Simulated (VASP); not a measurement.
Here is a VASP 6.6.1 calculation.

File INCAR:

```
PREC = Normal ; ENCUT = 450
EDIFF = 1E-6 ; ISMEAR = 0
SIGMA = 0.01 ; LREAL = Auto
LASPH = T ; NELM = 80
ALGO = Fast ; ISIF = 2
LWAVE = F ; LCHARG = F
GGA = PE ; NBANDS = 186
ICORELEVEL = 1 ; KPAR = 2
NCORE = 1
```

The input KPOINTS:

```
Automatic mesh
0
Gamma
  2 2 2
```

File POSCAR:

```
AlN
1.0
   -9.3835980000      0.0000000000      0.0000000000
    4.6917990000     -8.1264360000      0.0000000000
    0.0000000000      0.0000000000     10.0318520000
Al N
36 36
Direct
    0.5555556700      0.4444443300      0.4996495000
    0.5555556700      0.4444443300      0.9996495000
    0.5555556700      0.1111110000      0.4996495000
    0.5555556700      0.1111110000      0.9996495000
    0.5555556700      0.7777776700      0.4996495000
    0.5555556700      0.7777776700      0.9996495000
    0.2222223300      0.4444443300      0.4996495000
    0.2222223300      0.4444443300      0.9996495000
    0.2222223300      0.1111110000      0.4996495000
    0.2222223300      0.1111110000      0.9996495000
    0.2222223300      0.7777776700      0.4996495000
    0.2222223300      0.7777776700      0.9996495000
    0.8888890000      0.4444443300      0.4996495000
    0.8888890000      0.4444443300      0.9996495000
    0.8888890000      0.1111110000      0.4996495000
    0.8888890000      0.1111110000      0.9996495000
    0.8888890000      0.7777776700      0.4996495000
    0.8888890000      0.7777776700      0.9996495000
    0.4444443300      0.5555556700      0.2496495000
    0.4444443300      0.5555556700      0.7496495000
    0.4444443300      0.2222223300      0.2496495000
    0.4444443300      0.2222223300      0.7496495000
    0.4444443300      0.8888890000      0.2496495000
    0.4444443300      0.8888890000      0.7496495000
    0.1111110000      0.5555556700      0.2496495000
    0.1111110000      0.5555556700      0.7496495000
    0.1111110000      0.2222223300      0.2496495000
    0.1111110000      0.2222223300      0.7496495000
    0.1111110000      0.8888890000      0.2496495000
    0.1111110000      0.8888890000      0.7496495000
    0.7777776700      0.5555556700      0.2496495000
    0.7777776700      0.5555556700      0.7496495000
    0.7777776700      0.2222223300      0.2496495000
    0.7777776700      0.2222223300      0.7496495000
    0.7777776700      0.8888890000      0.2496495000
    0.7777776700      0.8888890000      0.7496495000
    0.5555556700      0.4444443300      0.1903505000
    0.5555556700      0.4444443300      0.6903505000
    0.5555556700      0.1111110000      0.1903505000
    0.5555556700      0.1111110000      0.6903505000
    0.5555556700      0.7777776700      0.1903505000
    0.5555556700      0.7777776700      0.6903505000
    0.2222223300      0.4444443300      0.1903505000
    0.2222223300      0.4444443300      0.6903505000
    0.2222223300      0.1111110000      0.1903505000
    0.2222223300      0.1111110000      0.6903505000
    0.2222223300      0.7777776700      0.1903505000
    0.2222223300      0.7777776700      0.6903505000
    0.8888890000      0.4444443300      0.1903505000
    0.8888890000      0.4444443300      0.6903505000
    0.8888890000      0.1111110000      0.1903505000
    0.8888890000      0.1111110000      0.6903505000
    0.8888890000      0.7777776700      0.1903505000
    0.8888890000      0.7777776700      0.6903505000
    0.4444443300      0.5555556700      0.4403505000
    0.4444443300      0.5555556700      0.9403505000
    0.4444443300      0.2222223300      0.4403505000
    0.4444443300      0.2222223300      0.9403505000
    0.4444443300      0.8888890000      0.4403505000
    0.4444443300      0.8888890000      0.9403505000
    0.1111110000      0.5555556700      0.4403505000
    0.1111110000      0.5555556700      0.9403505000
    0.1111110000      0.2222223300      0.4403505000
    0.1111110000      0.2222223300      0.9403505000
    0.1111110000      0.8888890000      0.4403505000
    0.1111110000      0.8888890000      0.9403505000
    0.7777776700      0.5555556700      0.4403505000
    0.7777776700      0.5555556700      0.9403505000
    0.7777776700      0.2222223300      0.4403505000
    0.7777776700      0.2222223300      0.9403505000
    0.7777776700      0.8888890000      0.4403505000
    0.7777776700      0.8888890000      0.9403505000
```

Potentials or basis: VASP PAW PBE potentials, release 64 (Al, N).

Launch:

```sh
$ cat potpaw_PBE.64/Al/POTCAR potpaw_PBE.64/N/POTCAR > POTCAR
$ mpirun -np 2 vasp_std > vasp.out
```

Task: Estimate the band gap on the k mesh.

Result: 4.06 eV.

Task: What does it give for the largest force?

Result: 0.005 eV/Å.

Forces in eV/Å, atoms in the order of the input:
```
Al   0.000  0.000 -0.005
Al   0.000  0.000 -0.005
Al   0.000  0.000 -0.005
Al   0.000  0.000 -0.005
Al   0.000  0.000 -0.005
Al   0.000  0.000 -0.005
Al   0.000  0.000 -0.005
Al   0.000  0.000 -0.005
Al   0.000  0.000 -0.005
Al   0.000  0.000 -0.005
Al   0.000  0.000 -0.005
Al   0.000  0.000 -0.005
Al   0.000  0.000 -0.005
Al   0.000  0.000 -0.005
Al   0.000  0.000 -0.005
Al   0.000  0.000 -0.005
Al   0.000  0.000 -0.005
Al   0.000  0.000 -0.005
Al   0.000  0.000 -0.005
Al   0.000  0.000 -0.005
Al   0.000  0.000 -0.005
Al   0.000  0.000 -0.005
Al   0.000  0.000 -0.005
Al   0.000  0.000 -0.005
Al   0.000  0.000 -0.005
Al   0.000  0.000 -0.005
Al   0.000  0.000 -0.005
Al   0.000  0.000 -0.005
Al   0.000  0.000 -0.005
Al   0.000  0.000 -0.005
Al   0.000  0.000 -0.005
Al   0.000  0.000 -0.005
Al   0.000  0.000 -0.005
Al   0.000  0.000 -0.005
Al   0.000  0.000 -0.005
Al   0.000  0.000 -0.005
N    0.000  0.000  0.005
N    0.000  0.000  0.005
N    0.000  0.000  0.005
N    0.000  0.000  0.005
N    0.000  0.000  0.005
N    0.000  0.000  0.005
N    0.000  0.000  0.005
N    0.000  0.000  0.005
N    0.000  0.000  0.005
N    0.000  0.000  0.005
N    0.000  0.000  0.005
N    0.000  0.000  0.005
N    0.000  0.000  0.005
N    0.000  0.000  0.005
N    0.000  0.000  0.005
N    0.000  0.000  0.005
N    0.000  0.000  0.005
N    0.000  0.000  0.005
N    0.000  0.000  0.005
N    0.000  0.000  0.005
N    0.000  0.000  0.005
N    0.000  0.000  0.005
N    0.000  0.000  0.005
N    0.000  0.000  0.005
N    0.000  0.000  0.005
N    0.000  0.000  0.005
N    0.000  0.000  0.005
N    0.000  0.000  0.005
N    0.000  0.000  0.005
N    0.000  0.000  0.005
N    0.000  0.000  0.005
N    0.000  0.000  0.005
N    0.000  0.000  0.005
N    0.000  0.000  0.005
N    0.000  0.000  0.005
N    0.000  0.000  0.005
```

**What was measured.**

From “Structural and optical properties of self-assembled AlN nanowires grown on SiO2/Si substrates by molecular beam epitaxy”, 2024, arxiv:2402.00216, for a bulk crystal of AlN at 0 K: band gap 6.0343 eV (an exciton energy, a little under the gap).

Measured gap of AlN: 6.0343 eV (an exciton energy, a little under the gap; 0 K; quoted in “Structural and optical properties of self-assembled AlN nanowires grown on SiO2/Si substrates by molecular beam epitaxy”, 2024, arxiv:2402.00216). This calculation gives 4.06 eV (-1.97 eV). 2 values of this kind are on record (6.034 to 6.0343 eV); this one was drawn at random. The value is that of PBE, without temperature or zero-point motion. Semilocal functionals fall short of measured gaps as a rule.
